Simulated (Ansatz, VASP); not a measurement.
# SiO2 in two plane-wave programs, part 2 of 3

One calculation is typed for both programs; each brings its own data sets. How far apart do they land? The cell is taken from a series of runs on this material, whose earlier steps may have relaxed, scaled, displaced or heated it; both programs get it as it stands.

VASP 6.6.1 and Ansatz 0.2.0.

So far: The starting structure; VASP: zone-centre phonons, LDA.

## (2) VASP: zone-centre phonons, LDA (continued)

Level of this step: LDA; plane waves and PAW (O, Si) (VASP).

Parts of OUTCAR (step 2):

```text
ion  position               nearest neighbor table
   1  0.692  0.692  0.000-   5 1.75   5 1.75   6 1.84
   2  0.192  0.808  0.500-   6 1.75   6 1.75   5 1.84
   3  0.308  0.308  0.000-   5 1.75   5 1.75   6 1.84
   4  0.808  0.192  0.500-   6 1.75   6 1.75   5 1.84
   5  0.500  0.500  0.500-   1 1.75   3 1.75   1 1.75   3 1.75   2 1.84   4 1.84
   6  0.000  0.000  0.000-   2 1.75   4 1.75   2 1.75   4 1.75   3 1.84   1 1.84

  LATTYP: Found a simple tetragonal cell.
 ALAT       =     4.2380110151
 C/A-ratio  =     0.6218566364

 Subroutine GETGRP returns: Found 16 space group operations
 (whereof  8 operations were pure point group operations)

The static configuration has the point symmetry D_2h.
 The point group associated with its full space group is D_4h.

 Found     75 irreducible k-points:

   k-points           NKPTS =     75   k-points in BZ     NKDIM =     75   number of bands    NBANDS=     22

   dimension x,y,z NGX =    36 NGY =   36 NGZ =   24
   dimension x,y,z NGXF=    72 NGYF=   72 NGZF=   48

   ENCUT  =  600.0 eV  44.10 Ry    6.64 a.u.   8.46  8.46  5.26*2*pi/ulx,y,z

   NELECT =      32.0000    total number of electrons

 k-points in reciprocal lattice and weights: Automatic mesh
   0.00000000  0.00000000  0.00000000       0.002
   0.12500000  0.00000000  0.00000000       0.008
   0.25000000  0.00000000  0.00000000       0.008
   0.37500000  0.00000000  0.00000000       0.008
   0.50000000  0.00000000  0.00000000       0.004
   0.12500000  0.12500000  0.00000000       0.008
   0.25000000  0.12500000  0.00000000       0.016
   0.37500000  0.12500000  0.00000000       0.016
   0.50000000  0.12500000  0.00000000       0.008
[...]
0.50000000  0.37500000  0.50000000       0.008
   0.50000000  0.50000000  0.50000000       0.002

[...]
2     0.41010     3.80147     0.00000
    3     0.00000     0.00000     4.01150

 Eigenvectors and eigenvalues of the dynamical matrix
 ----------------------------------------------------

   1 f  =   27.316502 THz   171.634641 2PiTHz  911.180414 cm-1   112.971922 meV
             X         Y         Z           dx          dy          dz
      2.933825  2.933825  0.000000    -0.353553   -0.353553   -0.000000
      0.814820  3.423191  1.317718     0.353553   -0.353553   -0.000000
      1.304186  1.304186  0.000000     0.353553    0.353553    0.000000
      3.423191  0.814820  1.317718    -0.353553    0.353553    0.000000
      2.119006  2.119006  1.317718     0.000000    0.000000    0.000000
      0.000000  0.000000  0.000000     0.000000    0.000000    0.000000

   2 f  =   24.825379 THz   155.982457 2PiTHz  828.085513 cm-1   102.669472 meV
             X         Y         Z           dx          dy          dz
      2.933825  2.933825  0.000000    -0.062186    0.165746    0.000000
      0.814820  3.423191  1.317718     0.300150   -0.337186   -0.000000
      1.304186  1.304186  0.000000    -0.062186    0.165746    0.000000
      3.423191  0.814820  1.317718     0.300150   -0.337186   -0.000000
      2.119006  2.119006  1.317718     0.092015   -0.247606   -0.000000
      0.000000  0.000000  0.000000    -0.451185    0.506370    0.000000

   3 f  =   24.825379 THz   155.982457 2PiTHz  828.085513 cm-1   102.669472 meV
             X         Y         Z           dx          dy          dz
      2.933825  2.933825  0.000000     0.337186    0.300150    0.000000
      0.814820  3.423191  1.317718    -0.165746   -0.062186   -0.000000
      1.304186  1.304186  0.000000     0.337186    0.300150   -0.000000
      3.423191  0.814820  1.317718    -0.165746   -0.062186   -0.000000
      2.119006  2.119006  1.317718    -0.506370   -0.451185    0.000000
      0.000000  0.000000  0.000000     0.247606    0.092015    0.000000

   4 f  =   22.551139 THz   141.692984 2PiTHz  752.225021 cm-1    93.263974 meV
             X         Y         Z           dx          dy          dz
      2.933825  2.933825  0.000000    -0.000000    0.000000   -0.440014
      0.814820  3.423191  1.317718     0.000000   -0.000000    0.440014
      1.304186  1.304186  0.000000    -0.000000    0.000000   -0.440014
      3.423191  0.814820  1.317718     0.000000   -0.000000    0.440014
      2.119006  2.119006  1.317718     0.000000   -0.000000    0.335820
      0.000000  0.000000  0.000000    -0.000000    0.000000   -0.335820

   5 f  =   21.832991 THz   137.180730 2PiTHz  728.270197 cm-1    90.293956 meV
             X         Y         Z           dx          dy          dz
      2.933825  2.933825  0.000000     0.353553    0.353553   -0.000000
      0.814820  3.423191  1.317718     0.353553   -0.353553    0.000000
      1.304186  1.304186  0.000000    -0.353553   -0.353553    0.000000
      3.423191  0.814820  1.317718    -0.353553    0.353553    0.000000
      2.119006  2.119006  1.317718     0.000000   -0.000000    0.000000
      0.000000  0.000000  0.000000    -0.000000    0.000000   -0.000000

   6 f  =   20.216002 THz   127.020884 2PiTHz  674.333226 cm-1    83.606627 meV
             X         Y         Z           dx          dy          dz
      2.933825  2.933825  0.000000    -0.000000   -0.000000   -0.341871
      0.814820  3.423191  1.317718    -0.000000    0.000000   -0.341871
      1.304186  1.304186  0.000000    -0.000000   -0.000000   -0.341871
      3.423191  0.814820  1.317718    -0.000000    0.000000   -0.341871
      2.119006  2.119006  1.317718     0.000000    0.000000    0.515992
      0.000000  0.000000  0.000000     0.000000    0.000000    0.515992

   7 f  =   17.356470 THz   109.053919 2PiTHz  578.949528 cm-1    71.780561 meV
             X         Y         Z           dx          dy          dz
      2.933825  2.933825  0.000000    -0.000000    0.000000   -0.001366
      0.814820  3.423191  1.317718     0.000000    0.000000   -0.707105
      1.304186  1.304186  0.000000     0.000000   -0.000000    0.001366
      3.423191  0.814820  1.317718    -0.000000   -0.000000    0.707105
      2.119006  2.119006  1.317718     0.000000    0.000000   -0.000000
      0.000000  0.000000  0.000000    -0.000000    0.000000    0.000000

   8 f  =   17.356470 THz   109.053919 2PiTHz  578.949528 cm-1    71.780561 meV
             X         Y         Z           dx          dy          dz
      2.933825  2.933825  0.000000     0.000000   -0.000000    0.707105
      0.814820  3.423191  1.317718    -0.000000   -0.000000   -0.001366
      1.304186  1.304186  0.000000    -0.000000    0.000000   -0.707105
      3.423191  0.814820  1.317718     0.000000    0.000000    0.001366
      2.119006  2.119006  1.317718    -0.000000   -0.000000   -0.000000
      0.000000  0.000000  0.000000    -0.000000    0.000000   -0.000000

   9 f  =   17.214588 THz   108.162448 2PiTHz  574.216854 cm-1    71.193784 meV
             X         Y         Z           dx          dy          dz
      2.933825  2.933825  0.000000    -0.353553    0.353553    0.000000
      0.814820  3.423191  1.317718     0.353553    0.353553    0.000000
      1.304186  1.304186  0.000000     0.353553   -0.353553   -0.000000
      3.423191  0.814820  1.317718    -0.353553   -0.353553   -0.000000
      2.119006  2.119006  1.317718     0.000000    0.000000    0.000000
      0.000000  0.000000  0.000000     0.000000   -0.000000   -0.000000

  10 f  =   15.780150 THz    99.149604 2PiTHz  526.369134 cm-1    65.261426 meV
             X         Y         Z           dx          dy          dz
      2.933825  2.933825  0.000000     0.108399   -0.391632   -0.000000
      0.814820  3.423191  1.317718     0.022373    0.376996   -0.000000
      1.304186  1.304186  0.000000     0.108399   -0.391632    0.000000
      3.423191  0.814820  1.317718     0.022373    0.376996    0.000000
      2.119006  2.119006  1.317718    -0.051198   -0.413368    0.000000
      0.000000  0.000000  0.000000    -0.146201    0.435461   -0.000000

  11 f  =   15.780150 THz    99.149604 2PiTHz  526.369134 cm-1    65.261426 meV
             X         Y         Z           dx          dy          dz
      2.933825  2.933825  0.000000    -0.376996    0.022373   -0.000000
      0.814820  3.423191  1.317718     0.391632    0.108399   -0.000000
      1.304186  1.304186  0.000000    -0.376996    0.022373    0.000000
      3.423191  0.814820  1.317718     0.391632    0.108399    0.000000
      2.119006  2.119006  1.317718    -0.435461   -0.146201   -0.000000
      0.000000  0.000000  0.000000     0.413368   -0.051198   -0.000000

  12 f  =   12.731855 THz    79.996602 2PiTHz  424.688955 cm-1    52.654696 meV
             X         Y         Z           dx          dy          dz
      2.933825  2.933825  0.000000    -0.149935   -0.182327    0.000000
      0.814820  3.423191  1.317718    -0.249352   -0.270073   -0.000000
      1.304186  1.304186  0.000000    -0.149935   -0.182327   -0.000000
      3.423191  0.814820  1.317718    -0.249352   -0.270073   -0.000000
      2.119006  2.119006  1.317718     0.062248    0.130412    0.000000
      0.000000  0.000000  0.000000     0.540512    0.552527   -0.000000

  13 f  =   12.731855 THz    79.996602 2PiTHz  424.688955 cm-1    52.654696 meV
             X         Y         Z           dx          dy          dz
      2.933825  2.933825  0.000000    -0.270073    0.249352    0.000000
      0.814820  3.423191  1.317718    -0.182327    0.149935   -0.000000
      1.304186  1.304186  0.000000    -0.270073    0.249352   -0.000000
      3.423191  0.814820  1.317718    -0.182327    0.149935    0.000000
      2.119006  2.119006  1.317718     0.552527   -0.540512   -0.000000
      0.000000  0.000000  0.000000     0.130412   -0.062248    0.000000
    [... 43 further lines ...]
      2.119006  2.119006  1.317718     0.000000   -0.000000   -0.483479
      0.000000  0.000000  0.000000     0.000000   -0.000000   -0.483479

 MACROSCOPIC STATIC DIELECTRIC TENSOR IONIC CONTRIBUTION
 ------------------------------------------------------
           9.585900    -0.000000    -0.000000
          -0.000000     9.585900    -0.000000
          -0.000000    -0.000000     4.919325
 ------------------------------------------------------

 ELASTIC MODULI CONTR FROM IONIC RELAXATION (kBar)
 Direction    XX          YY          ZZ          XY          YZ          ZX
 --------------------------------------------------------------------------------
 XX       -1122.6232    -92.3104    -79.3368     -0.0000     -0.0000     -0.0000
 YY         -92.3104  -1122.6232    -79.3368      0.0000      0.0000      0.0000
 ZZ         -79.3368    -79.3368    -10.3616     -0.0000      0.0000      0.0000
 XY          -0.0000      0.0000     -0.0000    -72.1460     -0.0000     -0.0000
 YZ          -0.0000      0.0000      0.0000     -0.0000    -81.4009      0.0000
 ZX          -0.0000      0.0000      0.0000     -0.0000      0.0000   -104.9753
 --------------------------------------------------------------------------------

 PIEZOELECTRIC TENSOR IONIC CONTR  for field in x, y, z        (C/m^2)
          XX          YY          ZZ          XY          YZ          ZX
  --------------------------------------------------------------------------------
  x     0.00000     0.00000     0.00000     0.00000     0.00000     0.00000
  y    -0.00000     0.00000    -0.00000     0.00000     0.00000     0.00000
  z    -0.00000     0.00000    -0.00000    -0.00000    -0.00000     0.00000
```

(Part 2 of 3 ends here.)

[Lines on the potential files, build, host, timing and source positions are cut from VASP's logs without a mark.]

[Logs are printed without paths, hosts, clocks, repeated set-up lines and the standing remarks that a program may print on its own settings, such as how far it seeks lower states.]

[Hosts, paths, dates, database ids (printed as entryN), source tags and the programs' standing remarks are cut or masked in the printed files.]
